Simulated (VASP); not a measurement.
OSZICAR of a VASP run on BN (hex):

### OSZICAR
```
       N       E                     dE             d eps       ncg     rms          rms(c)
DAV:   1     0.309156504237E+02    0.30916E+02   -0.79471E+03  1008   0.116E+03
DAV:   2    -0.635482324037E+02   -0.94464E+02   -0.86590E+02  1432   0.264E+02
DAV:   3    -0.675846102500E+02   -0.40364E+01   -0.40136E+01  1268   0.585E+01
DAV:   4    -0.676245844612E+02   -0.39974E-01   -0.39934E-01  1236   0.616E+00
DAV:   5    -0.676251350141E+02   -0.55055E-03   -0.55047E-03  1260   0.699E-01    0.114E+01
DAV:   6    -0.446124140039E+02    0.23013E+02   -0.18226E+01  1204   0.369E+01    0.531E+00
DAV:   7    -0.421839934237E+02    0.24284E+01   -0.45037E+00  1092   0.240E+01    0.414E+00
DAV:   8    -0.423659891771E+02   -0.18200E+00   -0.13622E+00  1144   0.125E+01    0.163E+00
DAV:   9    -0.427806095559E+02   -0.41462E+00   -0.54952E-01  1180   0.842E+00    0.632E-01
DAV:  10    -0.423645357903E+02    0.41607E+00   -0.49931E-01  1108   0.767E+00    0.412E-01
DAV:  11    -0.424403356320E+02   -0.75800E-01   -0.45615E-02  1036   0.249E+00    0.219E-01
DAV:  12    -0.424697258643E+02   -0.29390E-01   -0.16220E-02  1104   0.178E+00    0.118E-01
DAV:  13    -0.424697264809E+02   -0.61657E-06   -0.66919E-04  1276   0.255E-01    0.785E-02
DAV:  14    -0.424670534525E+02    0.26730E-02   -0.93345E-04  1064   0.416E-01    0.405E-02
DAV:  15    -0.424708913159E+02   -0.38379E-02   -0.19637E-03  1044   0.647E-01    0.177E-02
DAV:  16    -0.424709072952E+02   -0.15979E-04   -0.97760E-05  1244   0.143E-01    0.451E-03
DAV:  17    -0.424709615108E+02   -0.54216E-04   -0.77540E-06  1188   0.390E-02    0.209E-03
DAV:  18    -0.424709700175E+02   -0.85067E-05   -0.45598E-06  1108   0.311E-02    0.119E-03
DAV:  19    -0.424709782947E+02   -0.82772E-05   -0.15185E-06  1080   0.187E-02    0.640E-04
DAV:  20    -0.424709766917E+02    0.16029E-05   -0.71894E-08   908   0.418E-03    0.215E-04
DAV:  21    -0.424709765719E+02    0.11983E-06   -0.17700E-08   644   0.181E-03    0.140E-04
DAV:  22    -0.424709782687E+02   -0.16968E-05   -0.15805E-08   660   0.189E-03    0.413E-05
DAV:  23    -0.424709772409E+02    0.10278E-05   -0.20037E-09   588   0.589E-04    0.295E-05
DAV:  24    -0.424709776715E+02   -0.43063E-06   -0.31103E-10   572   0.249E-04    0.243E-05
DAV:  25    -0.424709775325E+02    0.13898E-06   -0.64360E-11   576   0.101E-04    0.125E-05
DAV:  26    -0.424709776000E+02   -0.67466E-07   -0.27947E-11   552   0.815E-05
   1 F= -.42470978E+02 E0= -.42470978E+02  d E =-.424710E+02
       N       E                     dE             d eps       ncg     rms          rms(c)
DAV:   1    -0.425508025344E+02   -0.79825E-01   -0.33187E+00  1012   0.169E+01    0.114E+00
DAV:   2    -0.424907199963E+02    0.60083E-01   -0.77666E-02  1128   0.293E+00    0.632E-01
DAV:   3    -0.424584775010E+02    0.32242E-01   -0.10354E-01  1092   0.389E+00    0.213E-01
DAV:   4    -0.424916310618E+02   -0.33154E-01   -0.41285E-02  1008   0.256E+00    0.102E-01
DAV:   5    -0.424929984632E+02   -0.13674E-02   -0.28142E-03  1128   0.641E-01    0.282E-02
DAV:   6    -0.424931086911E+02   -0.11023E-03   -0.38699E-04  1144   0.304E-01    0.186E-02
DAV:   7    -0.424931277864E+02   -0.19095E-04   -0.28008E-04  1044   0.256E-01    0.761E-03
DAV:   8    -0.424932810749E+02   -0.15329E-03   -0.37098E-05  1040   0.102E-01    0.352E-03
DAV:   9    -0.424932404252E+02    0.40650E-04   -0.81839E-06  1124   0.422E-02    0.153E-03
DAV:  10    -0.424932835831E+02   -0.43158E-04   -0.24843E-06  1072   0.237E-02    0.468E-04
DAV:  11    -0.424932734406E+02    0.10143E-04   -0.57796E-08   880   0.377E-03    0.256E-04
DAV:  12    -0.424932820949E+02   -0.86543E-05   -0.72402E-08   700   0.428E-03    0.162E-04
DAV:  13    -0.424932729251E+02    0.91698E-05   -0.39520E-08   692   0.309E-03    0.555E-05
DAV:  14    -0.424932738162E+02   -0.89114E-06   -0.28489E-09   556   0.832E-04    0.251E-05
DAV:  15    -0.424932730522E+02    0.76404E-06   -0.49124E-10   556   0.303E-04    0.142E-05
DAV:  16    -0.424932732082E+02   -0.15597E-06   -0.10108E-10   548   0.126E-04    0.108E-05
DAV:  17    -0.424932732485E+02   -0.40339E-07   -0.13985E-11   540   0.522E-05
   2 F= -.42493273E+02 E0= -.42493273E+02  d E =-.222956E-01
       N       E                     dE             d eps       ncg     rms          rms(c)
DAV:   1    -0.424939331880E+02   -0.65998E-03   -0.25462E-02  1012   0.147E+00    0.993E-02
DAV:   2    -0.424934530595E+02    0.48013E-03   -0.62601E-04  1068   0.263E-01    0.553E-02
DAV:   3    -0.424932538200E+02    0.19924E-03   -0.81883E-04  1096   0.348E-01    0.189E-02
DAV:   4    -0.424934853544E+02   -0.23153E-03   -0.19561E-04  1012   0.174E-01    0.102E-02
DAV:   5    -0.424934748596E+02    0.10495E-04   -0.10615E-05  1188   0.361E-02    0.273E-03
DAV:   6    -0.424934777560E+02   -0.28964E-05   -0.31877E-06  1016   0.268E-02    0.162E-03
DAV:   7    -0.424934857760E+02   -0.80200E-05   -0.19057E-06  1024   0.207E-02    0.771E-04
DAV:   8    -0.424934797596E+02    0.60163E-05   -0.75775E-07  1020   0.147E-02    0.264E-04
DAV:   9    -0.424934841238E+02   -0.43642E-05   -0.56274E-08   768   0.380E-03    0.131E-04
DAV:  10    -0.424934806399E+02    0.34839E-05   -0.20583E-08   528   0.193E-03    0.480E-05
DAV:  11    -0.424934822403E+02   -0.16004E-05   -0.20496E-09   516   0.640E-04    0.293E-05
DAV:  12    -0.424934818756E+02    0.36463E-06   -0.25480E-10   512   0.246E-04    0.181E-05
DAV:  13    -0.424934819192E+02   -0.43574E-07   -0.31905E-11   504   0.794E-05
   3 F= -.42493482E+02 E0= -.42493482E+02  d E =-.225043E-01
```

Which electronic solver shows in the log?

It is blocked Davidson (ALGO = Normal, or the opening steps of other solvers). The INCAR had ALGO = Normal.

Can the final energy be trusted as converged?

The calculation finished and met its thresholds. It stopped with EDIFF = 1E-7, NELM = 100, NSW = 30 and EDIFFG = -0.01 after 3 ionic steps (MS2 meta-GGA, plane waves, VASP's PBE PAW potentials (set 64)).

The compound is BN in the hex structure. This cell is one point of a volume scan, at 0.97 of the reference volume. Symmetry was kept, so distortions that lower it aren't found.
